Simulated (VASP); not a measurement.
Consider the following.

```xyz
1
Lattice="0.0000 1.9688 1.9688 1.9688 0.0000 1.9688 1.9688 1.9688 0.0000" Properties=species:S:1:pos:R:3 pbc="T T T"
Pd     0.0000     0.0000     0.0000
```

Calculation: optB88-vdW, VASP's PBE PAW potentials (set 64) (plane waves; VASP). Run with 520 eV cut-off, Gaussian smearing of 0.050 eV, potentials Pd.

Question: Give the energies of bands 1 to 6 at the high-symmetry points, in eV from the Fermi level.

Answer: 
```csv
band,Γ,X,U,L,W
1,-6.79,-5.05,-4.43,-4.98,-4.04
2,-2.67,-4.79,-3.87,-2.71,-3.15
3,-2.67,-0.04,-1.81,-2.71,-3.15
4,-2.67,0.29,-0.89,-0.01,-1.23
5,-1.15,0.29,-0.14,-0.01,0.29
6,-1.15,3.47,7.05,1.25,8.80
```

It has no gap at this level: it comes out as a metal or semimetal.

The compound is Pd in the fcc structure. It was relaxed first.
